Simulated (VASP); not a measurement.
Runs of VASP 6.6.1 on BaH4. It takes space group R-3m (No. 166, trigonal). Conventional cell: a = 4.582 Å, b = 4.582 Å, c = 10.609 Å, α = 90.00°, β = 90.00°, γ = 120.00°. Ba (site symmetry -3m) is surrounded by 14 H at 2.75 to 2.98 Å. Around H (site symmetry 3m) lie 1 H at 2.17 Å. H (site symmetry 3m) is surrounded by 1 H at 0.77 Å. The cell was built by a generator and needn't be a form met in nature.

```tsv
task	level	cell	cutoff (eV)	gap on the mesh (eV)	pressure (GPa)	largest force (eV/Å)
single point	r2SCAN	R-3m, 12.86 Å³/atom	520	2.94	0.0	0.29
relaxation of shape and atoms at fixed volume	PBE	relaxed at fixed volume	600	2.49	3.8	0.01
single point	PBE	R-3m, 12.86 Å³/atom	520	2.49	0.4	0.02
single point	PBE	R-3m, 11.7 Å³/atom	520	(a)	(b)	0.02
```

Alike in all rows: potentials or basis VASP PAW PBE potentials, release 64 (Ba_sv, H); no spin polarisation; k mesh 6 × 6 × 6; smearing gaussian 0.02 eV.

Task: Fill in the values left out.

Result: (a) 2.48; (b) 3.7.

Caveats: spin-orbit coupling is left out, which moves the levels of the heavy elements; the PAW data sets were made with another functional, which shifts forces and pressure a little (some runs).

A k mesh can miss the band edges, and the runs leave out spin-orbit coupling on Ba.
